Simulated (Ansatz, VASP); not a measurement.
**Cross-check of SnTe between VASP and Ansatz**

One calculation is typed for both programs; each brings its own data sets and cutoff. How far apart do they land?

Program: Ansatz 0.2.0. Level of theory: plane waves, with VASP 6.6.1 beside it; relaxation of cell and atoms at r2SCAN with rVV10. Results are calculated unless marked as measured.

The database entry behind the starting cell differs from later determinations by our own check (about 0.3 % short), so it need not match the best structure at ambient conditions.

**1. The structure**

Symmetry: Fm-3m, No. 225, cubic system. The conventional cell has a = 6.302 Å, b = 6.302 Å, c = 6.302 Å, α = 90.00°, β = 90.00°, γ = 90.00°. Sn has 6 Te at 3.15 Å nearest. Nearest to Te lie 6 Sn at 3.15 Å. Farther neighbours and most contacts between anions are not listed.

**2. Ansatz: relaxation of cell and atoms, r2SCAN with rVV10**

Ansatz runs on its default PAW (the set named soft_2) files.

The relaxed volume is the usual yardstick between codes: its relative difference is about their pressure difference at one cell divided by the bulk modulus.

input.yaml reads:

```yaml
crystal:
  lattice:
    - [0.0, 3.15085, 3.15085]
    - [3.15085, 0.0, 3.15085]
    - [3.15085, 3.15085, 0.0]
  atoms:
    - { symbol: Sn, position: [0.0, 0.0, 0.0] }
    - { symbol: Te, position: [0.5, 0.5, 0.5] }
hamiltonian:
  xc: r2scan
  pseudopotentials: { kind: paw }
  dispersion: rvv10
kpoints:
  mp_grid: { grid: [5, 5, 5] }
scf:
  occupations: { method: fermi_dirac, width: 0.05 }
relax:
  f_tol: 0.01
  max_steps: 60
  cell: { stress_tol: 0.05 }
output:
  forces: true
  stress: true
```

Run with:

```sh
ansatz run input.yaml --threads 4 --pin off --max-ram 9216MiB --backend cpu --events-out ev --progress --plain --runs-dir out
```

Numbers of over 12 decimals in the logs are rounded to 6 here.

The program printed:

```text
Engine: ansatz 0.2.0, x86_64-unknown-linux-gnu
Pseudopotentials: kind: paw
Pseudopotential: Sn, paw, valence charge 14, recommended cutoff 500 eV (meta_gga), Sn.paw.azcp
Pseudopotential: Te, paw, valence charge 16, recommended cutoff 500 eV (meta_gga), Te.paw.azcp
Functional definition: r2SCAN+rVV10
  parameter k0 = 0.174
  parameter k1 = 0.065
  parameter a1 = 4.9479
  exchange = r2scan_x(k0 = k0, k1 = k1, a1 = a1)
  correlation = r2scan_c + rvv10(11.95, 0.0093)
Crystal: 2 atoms, lattice volume = 62.562 Å³
Basis set: ecut = 500 eV, 1639 PW (Γ), exchange–correlation on 160×160×160 points (64 copies of the dense FFT grid, shifted against one another)
Bands: 19, of which v1, the nominal top of the filled ones, is band 15 counted from 1 (14 counted from 0)
Symmetry: 48 space group operations
Space group: Fm-3m (ITA 225), of the structure as read, at distance tolerance 4.0e-5 Å
k-points: 10 of 125
Non-local potential: Sn, projectors of the file, l = 0: 2, l = 1: 2, l = 2: 2, l = 3: 2
Non-local potential: Te, projectors of the file, l = 0: 2, l = 1: 2, l = 2: 2, l = 3: 2
PAW form: soft (Blöchl's): semilocal exchange-correlation on the pseudo side does not see the compensation charge
rVV10 density: all electrons in the spheres
PAW frozen core: Sn, regenerated for the run's functional (the file was generated under x = pbe(κ = 0.804, μ = 0.219515), c = pbe(β = 0.066725))
PAW frozen core: Te, regenerated for the run's functional (the file was generated under x = pbe(κ = 0.804, μ = 0.219515), c = pbe(β = 0.066725))
PAW one-centre angular grid: Sn, 590 points (default); XC on 249 of its mesh's 2787 points in the sphere
PAW one-centre angular grid: Te, 590 points (default); XC on 160 Gauss nodes
Initial density: superposition of atomic densities (neutral atoms: chi_scale 0, normalization atom), corrected by the library's trained network
Initial wavefunctions: pseudopotential atomic-orbital guess
Functional: x = r2scan, c = r2scan + rvv10(b = 11.95, C = 0.0093); τ floored in thin density (d = 2e-4 eV/Å³)
SCF iter   1: F=—  HF=-13030.046068 eV  |F-HF|=—  |Δ(HF+E_count)|=         —  Δρ=3.24e-3  dr2=3.68e-3  dr2_τ=5.28e-4  ethr=1.77e-3  ⟨swp⟩=6.1  Hψ=984  notcnv=0
preconditioner: auto → none  [insulator: Δε(μ)=0.856 eV  Ē_g=9.178 eV  σ=0.050 eV  W_gap=1.00  n_scr=14 (ndim 8)  ℏωp=14.8 eV  f_vac=0.009  D(μ)=0.00/eV (n_scr^D=0)  ε∞_Penn≈3.6]
SCF iter   2: F=—  HF=-13030.055140 eV  |F-HF|=—  |Δ(HF+E_count)|=   9.07e-3  Δρ=1.26e-3  dr2=8.09e-4  dr2_τ=1.96e-5  ethr=1.23e-5  ⟨swp⟩=2.0  Hψ=410  notcnv=0
SCF iter   3: F=—  HF=-13030.055381 eV  |F-HF|=—  |Δ(HF+E_count)|=   2.41e-4  Δρ=5.08e-4  dr2=2.13e-4  dr2_τ=4.52e-6  ethr=2.70e-6  ⟨swp⟩=3.0  Hψ=347  notcnv=0
SCF iter   4: F=—  HF=-13030.055309 eV  |F-HF|=—  |Δ(HF+E_count)|=   7.22e-5  Δρ=1.61e-4  dr2=6.36e-6  dr2_τ=3.63e-7  ethr=7.09e-7  ⟨swp⟩=2.0  Hψ=288  notcnv=0
SCF iter   5: F=—  HF=-13030.055316 eV  |F-HF|=—  |Δ(HF+E_count)|=   7.47e-6  Δρ=3.10e-5  dr2=6.71e-7  dr2_τ=8.99e-9  ethr=2.12e-8  ⟨swp⟩=2.0  Hψ=340  notcnv=0
SCF iter   6: F=-13030.055316 eV  HF=-13030.055316 eV  |F-HF|=3.65e-8  |Δ(HF+E_count)|=   5.24e-8  Δρ=9.50e-6  dr2=7.94e-8  dr2_τ=9.91e-10  ethr=3.33e-10  ⟨swp⟩=5.6  Hψ=722  notcnv=0
SCF 1 converged in 6 iterations: F = -13030.055316 eV  dr2 = 7.94e-8
  greatest PAW one-centre occupation: 0.997 electrons in one spin orbital (limit 2), on the Te atom at site 1 (counted from 0), in its partial waves of l = 2
relax step   1: F+E_penalty+E_count = -13030.05531626 eV  Δ(F+E_penalty+E_count) = +0.000e0 eV  max|allowed force component| = 2.051e-29 eV/Å  Δτ_max = 0.0000 Å  P = +0.685 GPa  Ω = 62.562 Å³  (6 SCF iters, dr2 threshold 1.00e-7 eV, accepted)
[...]
relax step   2: F+E_penalty+E_count = -13030.05688448 eV  Δ(F+E_penalty+E_count) = -1.568e-3 eV  max|allowed force component| = 4.786e-29 eV/Å  Δτ_max = 0.0000 Å  P = -0.246 GPa  Ω = 63.820 Å³  energy of the carried Pulay correction = -9.211e-5 eV  (7 SCF iters, dr2 threshold 2.00e-7 eV, accepted)
[...]
relax step   3: F+E_penalty+E_count = -13030.05717496 eV  Δ(F+E_penalty+E_count) = -2.905e-4 eV  max|allowed force component| = 1.348e-29 eV/Å  Δτ_max = 0.0000 Å  P = -0.006 GPa  Ω = 63.483 Å³  energy of the carried Pulay correction = -6.762e-5 eV  (5 SCF iters, dr2 threshold 1.51e-7 eV, accepted)
[...]
relax step   4: F+E_penalty+E_count = -13030.05723185 eV  Δ(F+E_penalty+E_count) = -5.689e-5 eV  max|allowed force component| = 8.086e-30 eV/Å  Δτ_max = 0.0000 Å  P = -0.005 GPa  Ω = 63.483 Å³  stress off target by 4.71e-3 GPa  SCF on the basis re-selected at this cell (its energy is not comparable with the rows above)  (5 SCF iters)
basis re-selected at this cell: Δ(F+E_penalty+E_count) = -5.689e-5 eV, ΔP = +0.002 GPa vs the last step (what re-selecting the basis moved, of the pressure what is left beyond the Pulay correction that the steps carried, after the strain that the cell walked since its last selection, with what the two solves' SCF thresholds leave and, on support functions, any second-order correction that the steps lacked; it is no m [...]
SCF converged after 5 iterations
Free energy (F): -13030.057232 eV
Harris-Foulkes:  -13030.057232 eV  (|F-HF|=2.87e-10)
Internal energy: -13030.057200 eV  (E = F + TS)
E sigma→0 (E₀):  -13030.057216 eV
Entropy (-TS):   -0.000032 eV (-0.016 meV/atom)
Fermi energy:    9.561002 eV
--- Per-component energies (eV) ---
  E_band       = -381.158427
  E_kinetic    = 365.044985
  E_local      = -2174.375716  (includes V_loc(G=0)·N_el)
  E_nonlocal   = -343.692953
  E_hartree    = 1362.201888
  E_xc         = -486.815838
  E_vxc        = -216.258280  (∫ρ·V_xc dr)
  E_paw        = -8842.165982  (= ΣΔE_a)
  E_vpaw       = -749.661548  (= ΣTr[D̂ρ^β])
  E_aug_tail   = 0.000015  (compensation charges beyond the density's cutoff)
  E_vtau       = 13.381334  (kinetic-family band-sum trace: ∫τ·v_τ [+ j·A + Jᵃ·Aᵃ] dr)
  E_ewald      = -2911.273775
  E_core_change = 1.020175  (= ΣΔE_core)
  E_smearing   = -0.000032  (= −TS)
  E_closure    = 0.000000  (closes the sum)
  Σ components = -13030.057232   (vs F -13030.057232, Δ=0.00e0)
--- Forces (eV/Å), atoms counted from 1 ---
  atom   1  Sn    -0.00000000     0.00000000    -0.00000000
  atom   2  Te     0.00000000    -0.00000000    -0.00000000
  max |Σ_I F_I| component: 1.33e-29 eV/Å
--- Stress (GPa, compression-positive) ---
       -0.004709      -0.000000      -0.000000
       -0.000000      -0.004709      -0.000000
       -0.000000      -0.000000      -0.004709
  P = ⅓ Tr σ = -0.0047 GPa (-0.047 kbar)
--- Relaxed structure (3 steps of the walk, 3 accepted, 1 SCFs on fresh bases) ---
  F+E_penalty+E_count = -13030.05723185 eV   max|allowed force component| = 8.086e-30 eV/Å   (the final SCF, on the basis selected at the relaxed cell)
  cell:  # Å, volume = 63.4834 Å³
    - [0, 3.166237, 3.166237]
    - [3.166237, 0, 3.166237]
    - [3.166237, 3.166237, 0]
  atoms:
    - { symbol: Sn, position: [0, 0, 0] }
    - { symbol: Te, position: [0.5, 0.5, 0.5] }
```

Elapsed: 5.9 s, on 4 threads of Intel Xeon Platinum 8488C (Sapphire Rapids), shared host; peak memory 0.71 GiB; 21 s of CPU time.

[end of part 1 of 2]

[Lines on the potential files, build, host, timing and source positions are cut from VASP's logs without a mark.]

[Logs are printed without paths, hosts, clocks, repeated set-up lines and the standing remarks that a program may print on its own settings, such as how far it seeks lower states.]

[Hosts, paths, dates, database ids (printed as entryN), source tags and the programs' standing remarks are cut or masked in the printed files.]
